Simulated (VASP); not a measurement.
Level of theory: PBE GGA with spin-orbit coupling, VASP's PBE PAW potentials (set 64) (plane waves; VASP).

The input files of a VASP run:

### POSCAR
```
BW
1
    0.0000000000     2.3835930000     2.3835930000
    2.3835930000     0.0000000000     2.3835930000
    2.3835930000     2.3835930000     0.0000000000
B W
1 1
Direct
  0.0000000000   0.0000000000   0.0000000000
  0.5000000000   0.5000000000   0.5000000000
```

**INCAR**
```
ALGO = Normal
EDIFF = 1E-6
ENCUT = 400
GGA = PE
GGA_COMPAT = .FALSE.
ISIF = 2
ISMEAR = -1
LASPH = .TRUE.
LCHARG = .FALSE.
LMAXMIX = 6
LNONCOLLINEAR = .TRUE.
LORBIT = 11
LREAL = .FALSE.
LSORBIT = .TRUE.
LWAVE = .FALSE.
MAGMOM = 6*0.0
NELM = 100
PREC = Accurate
SIGMA = 0.1
SYSTEM = BW
```

KPOINTS:
```
Automatic mesh
0
Gamma
6 6 6
0 0 0
```

POTCAR, in this order: B W_sv (PBE.64 set). Program: vasp_ncl.

The resulting files:

File OSZICAR:
```
       N       E                     dE             d eps       ncg     rms          rms(c)
DAV:   1     0.145923797590E+03    0.14592E+03   -0.87704E+03   768   0.130E+03
DAV:   2    -0.170357351063E+02   -0.16296E+03   -0.15859E+03   832   0.410E+02
DAV:   3    -0.230055794086E+02   -0.59698E+01   -0.58356E+01  1008   0.763E+01
DAV:   4    -0.231031998761E+02   -0.97620E-01   -0.97264E-01   856   0.928E+00
DAV:   5    -0.231049253399E+02   -0.17255E-02   -0.17251E-02   952   0.115E+00    0.206E+01
DAV:   6    -0.201242550346E+02    0.29807E+01   -0.14413E+01   776   0.311E+01    0.305E+00
DAV:   7    -0.200786169411E+02    0.45638E-01   -0.39180E-01   816   0.561E+00    0.228E+00
DAV:   8    -0.200647793103E+02    0.13838E-01   -0.28107E-02   920   0.148E+00    0.927E-01
DAV:   9    -0.200646979682E+02    0.81342E-04   -0.91584E-04   992   0.243E-01    0.166E-01
DAV:  10    -0.200646900071E+02    0.79611E-05   -0.17150E-04   888   0.140E-01    0.589E-02
DAV:  11    -0.200662539642E+02   -0.15640E-02   -0.46769E-05   816   0.992E-02    0.151E-02
DAV:  12    -0.200662747605E+02   -0.20796E-04   -0.20846E-04   728   0.142E-02    0.146E-02
DAV:  13    -0.200662748844E+02   -0.12398E-06   -0.13536E-05   832   0.292E-02    0.152E-02
DAV:  14    -0.200662731601E+02    0.17243E-05   -0.18813E-06   688   0.161E-02    0.638E-03
DAV:  15    -0.200662728300E+02    0.33007E-06   -0.27249E-07   440   0.632E-03
   1 F= -.20066273E+02 E0= -.20047375E+02  d E =-.377955E-01  mag=     0.0000    -0.0000     0.0000
```

### OUTCAR
```
------------------------ aborting loop because EDIFF is reached ----------------------------------------
  FORCE on cell =-STRESS in cart. coord.  units (eV):
  Direction    XX          YY          ZZ          XY          YZ          ZX
  --------------------------------------------------------------------------------------
  Total       -6.4967908     -6.4967908     -6.4967908      0.0000000     -0.0000000      0.0000000
  in kB     -384.3113104   -384.3113104   -384.3113104      0.0000000     -0.0000000      0.0000000
  external PRESSURE =    -384.3113104 kB  Pullay stress =       0.0000000 kB
  volume of cell :       27.08
      direct lattice vectors                 reciprocal lattice vectors
     0.000000000  2.383593000  2.383593000    -0.209767355  0.209767355  0.209767355
     2.383593000  0.000000000  2.383593000     0.209767355 -0.209767355  0.209767355
     2.383593000  2.383593000  0.000000000     0.209767355  0.209767355 -0.209767355
 POSITION                                       TOTAL-FORCE (eV/Angst)
 -----------------------------------------------------------------------------------
      0.00000      0.00000      0.00000         0.000000      0.000000      0.000000
      2.38359      2.38359      2.38359        -0.000000     -0.000000     -0.000000
 -----------------------------------------------------------------------------------
    total drift:                               -0.000000     -0.000000     -0.000000
  FREE ENERGIE OF THE ION-ELECTRON SYSTEM (eV)
  ---------------------------------------------------
  free  energy   TOTEN  =       -20.0662728300 eV

  energy  without entropy=      -20.0284773768  energy(sigma->0) =      -20.04737510

 total charge

# of ion       s       p       d       tot
------------------------------------------
    1        0.696   1.072   0.000   1.768
    2        2.287   6.247   3.197  11.731
--------------------------------------------------
tot          2.982   7.320   3.197  13.499

 magnetization (x)

# of ion       s       p       d       tot
------------------------------------------
    1       -0.000   0.000   0.000   0.000
    2        0.000   0.000   0.000   0.000
--------------------------------------------------
tot         -0.000   0.000   0.000   0.000

 magnetization (y)

# of ion       s       p       d       tot
------------------------------------------
    1       -0.000   0.000   0.000   0.000
    2       -0.000   0.000  -0.000  -0.000
--------------------------------------------------
tot         -0.000   0.000  -0.000   0.000

 magnetization (z)

# of ion       s       p       d       tot
------------------------------------------
    1        0.000  -0.000   0.000  -0.000
    2       -0.000   0.000  -0.000  -0.000
--------------------------------------------------
tot          0.000  -0.000  -0.000  -0.000

 Ion:    1  E_soc:     -0.0001249

 Ion:    2  E_soc:     -1.5274430
```
(Selected blocks of OUTCAR.)

### OUTCAR
```
 val. band max:        8.2922530590   @ k =   0.5000   0.3333   0.1667

 cond. band min:       8.5840312465   @ k =   0.3333   0.0000   0.0000


 Fermi energy:         8.3361393034

 k-point     1 :       0.0000    0.0000    0.0000
  band No.  band energies     occupation
      1     -66.7116      1.00000
      2     -66.7116      1.00000
      3     -36.7026      1.00000
      4     -36.7026      1.00000
      5     -27.9018      1.00000
      6     -27.9018      1.00000
      7     -27.9018      1.00000
      8     -27.9018      1.00000
      9      -2.9317      1.00000
     10      -2.9317      1.00000
     11       6.5438      1.00000
     12       6.5438      1.00000
     13       6.5438      1.00000
     14       6.5438      1.00000
     15       7.0301      1.00000
     16       7.0301      1.00000
     17       8.0047      0.96492
     18       8.0047      0.96492
     19       8.0047      0.96492
     20       8.0047      0.96492
     21      10.3543      0.00000
     22      10.3543      0.00000
     23      10.5693      0.00000
     24      10.5693      0.00000

 k-point     2 :       0.1667    0.0000    0.0000
  band No.  band energies     occupation
      1     -66.7092      1.00000
      2     -66.7092      1.00000
      3     -36.7147      1.00000
      4     -36.7147      1.00000
      5     -27.9539      1.00000
      6     -27.9539      1.00000
      7     -27.9107      1.00000
      8     -27.9107      1.00000
      9      -2.2950      1.00000
     10      -2.2950      1.00000
     11       5.7305      1.00000
     12       5.7305      1.00000
     13       6.0465      1.00000
     14       6.0465      1.00000
     15       6.4492      1.00000
     16       6.4492      1.00000
     17       7.4609      0.99984
     18       7.4609      0.99984
     19       7.6624      0.99882
     20       7.6624      0.99882
     21      10.3859      0.00000
     22      10.3859      0.00000
     23      12.5284      0.00000
     24      12.5344      0.00000
...
```

At this cut-off the stress carries a Pulay error, which pulls relaxed volumes low.

The structure was generated: BW was put into an ordered model structure, which need not be its known phase. The cell was not relaxed at this level. The k-mesh is coarse (spacing up to 0.38 per Å, 2π included), so the numbers may not be converged in it. The run is one of a series of settings (GGA_COMPAT = .FALSE., LNONCOLLINEAR = .TRUE., LSORBIT = .TRUE., MAGMOM = 0.0 0.0 0.0 0.0 0.0 0.0, program vasp_ncl against the base run), some of them coarse on purpose.
